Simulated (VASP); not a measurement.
The input files of a VASP run:

### KPOINTS
```
K-points
0
Gamma
 8 8 4
```

INCAR:
```
! general
SYSTEM  = HfS2
PREC    = Accurate
ENCUT   = 800   ! plane-wave cut-off (eV)
LREAL   = .False.   ! projection in real space or not
LASPH   = .True.   ! aspherical one-centre terms

! electronic loop
EDIFF   = 1E-6   ! SCF stop (eV)
NELM    = 100   ! most electronic steps
ALGO    = Normal   ! blocked Davidson
LMAXMIX = 6

! smearing
ISMEAR  = 0
SIGMA   = 0.05

! functional
GGA     = PE

! ions
ISIF    = 2   ! forces and stress, cell fixed

! output
LWAVE   = .False.
LCHARG  = .False.
```

File POSCAR:
```
HfS2
1
    1.8150000000    -3.1436720000     0.0000000000
    1.8150000000     3.1436720000     0.0000000000
    0.0000000000     0.0000000000     5.8500000000
Hf S
1 2
Direct
  0.0000000000   0.0000000000   0.0000000000
  0.3333330000   0.6666670000   0.2500000000
  0.6666670000   0.3333330000   0.7500000000
```

POTCAR, in this order: Hf_pv S (PBE.64 set). Program: vasp_std.

Problem. Translate this PBE calculation to Quantum ESPRESSO's pw.x.

Solution. One equivalent input (not run):
```
&CONTROL
  calculation = 'scf'
  pseudo_dir = './pseudo'
  outdir = './out'
  tprnfor = .true.
  tstress = .true.
/
&SYSTEM
  ibrav = 0
  nat = 3
  ntyp = 2
  ecutwfc = 58
  occupations = 'smearing'
  smearing = 'gaussian'
  degauss = 0.003675
  input_dft = 'pbe'
/
&ELECTRONS
  conv_thr = 7.3e-08
  electron_maxstep = 100
/
ATOMIC_SPECIES
  Hf 178.490 Hf.upf
  S 32.060 S.upf
CELL_PARAMETERS angstrom
     1.8150000   -3.1436720    0.0000000
     1.8150000    3.1436720    0.0000000
     0.0000000    0.0000000    5.8500000
ATOMIC_POSITIONS crystal
  Hf   0.0000000  0.0000000  0.0000000
  S    0.3333330  0.6666670  0.2500000
  S    0.6666670  0.3333330  0.7500000
K_POINTS automatic
  8 8 4 0 0 0
```
The two are equivalent in intent, not identical: the potentials are each code's own (VASP's PAW set, PseudoDojo norm-conserving files in pw.x), so ENCUT and ecutwfc are chosen apart and not converted; conv_thr bounds pw.x's estimated SCF error, while EDIFF bounds the energy change between steps.

The compound is HfS2 in the 1T layered structure. The cell was not relaxed at this level. The run is one of a series of settings (ENCUT = 800 against the base run), some of them coarse on purpose.
